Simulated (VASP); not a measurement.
Consider the following.

```yaml
crystal:
  lattice:
    - [2.10858, 1.21739, 6.89017]
    - [-2.10858, 1.21739, 6.89017]
    - [0.00000, -2.43478, 6.89017]
  atoms:
    - { symbol: Sn, position: [0.50000, 0.50000, 0.50000] }
    - { symbol: Pb, position: [0.00000, 0.00000, 0.00000] }
    - { symbol: Se, position: [0.75260, 0.75260, 0.75260] }
    - { symbol: Se, position: [0.24740, 0.24740, 0.24740] }
```

All values below come from LDA (Ceperley-Alder, Perdew-Zunger), VASP's LDA PAW potentials (set 64) (plane waves; VASP). Numerical set-up: 400 eV cut-off, Gaussian smearing of 0.050 eV, potentials Sn_d Pb_d Se.

Unless said otherwise, spin-orbit coupling is left out, though it shifts the bands of the heavy elements here.

Give the energies of bands 14 to 23 at the high-symmetry points, in eV from the valence-band maximum.

```
band      Γ      T     H2      L     S0      F
----  -----  -----  -----  -----  -----  -----
14    -5.62  -6.82  -7.63  -7.61  -7.61  -6.78
15    -2.29  -2.17  -4.75  -4.28  -5.06  -5.72
16    -2.29  -2.17  -4.71  -4.11  -4.29  -3.81
17    -2.29  -2.13  -3.47  -3.17  -3.96  -3.80
18    -1.93  -2.13  -3.28  -3.02  -2.99  -1.92
19    -1.93  -1.17  -2.00  -2.56  -2.29  -1.91
20    -0.12  -1.09  -1.49  -2.20  -0.87  -0.12
21     0.31   1.75   2.04   2.69   1.19   0.33
22     1.25   2.33   2.19   2.72   2.77   1.25
23     1.25   2.44   3.46   3.37   3.17   1.26
```

The gap is direct, 0.07 eV, from the valence maximum at L-Γ at 0.91 to the conduction minimum at L-Γ at 0.91.

The structure comes from a computed database's SnPbSe2 entry (R-3m); how it stands against other phases isn't given here. It was relaxed first, which changed the volume by -7 %.
